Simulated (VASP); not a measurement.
An input for Quantum ESPRESSO's pw.x (written as the equivalent of a VASP run, and not itself run):

```
&CONTROL
  calculation = 'scf'
  pseudo_dir = './pseudo'
  outdir = './out'
  tprnfor = .true.
  tstress = .true.
/
&SYSTEM
  ibrav = 0
  nat = 2
  ntyp = 2
  ecutwfc = 84
  occupations = 'smearing'
  smearing = 'methfessel-paxton'
  degauss = 0.00735
  input_dft = 'pbe'
/
&ELECTRONS
  conv_thr = 7.3e-08
  electron_maxstep = 100
/
ATOMIC_SPECIES
  Hf 178.490 Hf.upf
  N 14.007 N.upf
CELL_PARAMETERS angstrom
     0.0000000    2.2751530    2.2109660
     2.2292200    0.0000000    2.2109660
     2.2292200    2.2751530    0.0000000
ATOMIC_POSITIONS crystal
  Hf   0.0000000  0.0000000  0.0000000
  N    0.4955090  0.5044910  0.5044910
K_POINTS automatic
  13 13 13 0 0 0
```

**Question.** Write the VASP files for the same calculation (PBE).

**Answer.** One answer among several that fit: 
POSCAR:
```
HfN
1
    0.0000000000     2.2751530000     2.2109660000
    2.2292200000     0.0000000000     2.2109660000
    2.2292200000     2.2751530000     0.0000000000
Hf N
1 1
Direct
  0.0000000000   0.0000000000   0.0000000000
  0.4955090000   0.5044910000   0.5044910000
```

**INCAR**
```
! general
SYSTEM  = HfN
PREC    = Accurate
ENCUT   = 520   ! plane-wave cut-off (eV)
LREAL   = F   ! projection in real space or not
LASPH   = T   ! aspherical one-centre terms

! electronic loop
EDIFF   = 1E-6
NELM    = 100   ! most electronic steps
ALGO    = Normal
LMAXMIX = 6   ! l cut-off of mixed one-centre charges

! smearing
ISMEAR  = 1
SIGMA   = 0.1   ! width (eV)

! functional
GGA     = PE   ! PBE

! ions
ISIF    = 2   ! forces and stress, cell fixed

! output
LWAVE   = F
LCHARG  = F
```

File KPOINTS:
```
Automatic mesh
0
Gamma
13 13 13
0 0 0
```

POTCAR, in this order: Hf_pv N (PBE.64 set). Program: vasp_std.

Limits of the translation: the potentials are each code's own (VASP's PAW set, PseudoDojo norm-conserving files in pw.x), so ENCUT and ecutwfc are chosen apart and not converted; conv_thr bounds pw.x's estimated SCF error, while EDIFF bounds the energy change between steps.

The compound is HfN in the rock salt structure. The cell was not relaxed at this level, atoms are displaced from their ideal sites.
